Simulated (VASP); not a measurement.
Consider the following.

```xyz
5
Lattice="3.9785 0.0000 0.0000 0.0000 3.9785 0.0000 0.0000 0.0000 3.9785" Properties=species:S:1:pos:R:3 pbc="T T T"
K      1.9834     1.9844     1.9860
Mg     0.0139     0.0055    -0.0346
F     -0.0149     1.9896    -0.0159
F      1.9917    -0.0056     0.0281
F      0.0043     0.0045     2.0148
```

All values below come from PBEsol GGA, VASP's PBE PAW potentials (set 64) (plane waves; VASP). Numerical set-up: 400 eV cut-off, 6×6×6 Γ-centred mesh, Gaussian smearing of 0.010 eV, potentials K_sv Mg F.

At this cut-off the stress carries a Pulay error, which pulls relaxed volumes low.

Task: Give the force on each atom (eV/Å).

Result: 
```tsv
atom	Fx	Fy	Fz
K1	0.028	0.017	-0.020
Mg2	-0.131	-0.056	0.517
F3	0.057	0.027	0.060
F4	0.038	0.019	-0.050
F5	0.008	-0.007	-0.506
```

Task: Give the stress tensor in GPa (positive for a compressed cell).

Result: 
```
-8.07   0.00   0.01
 0.00  -8.02   0.01
 0.01   0.01  -7.53
```
The pressure is its mean diagonal, -7.87 GPa.

The structure comes from a computed database's KMgF3 entry; how it stands against other phases isn't given here. The cell was not relaxed at this level, atoms are displaced from their ideal sites.
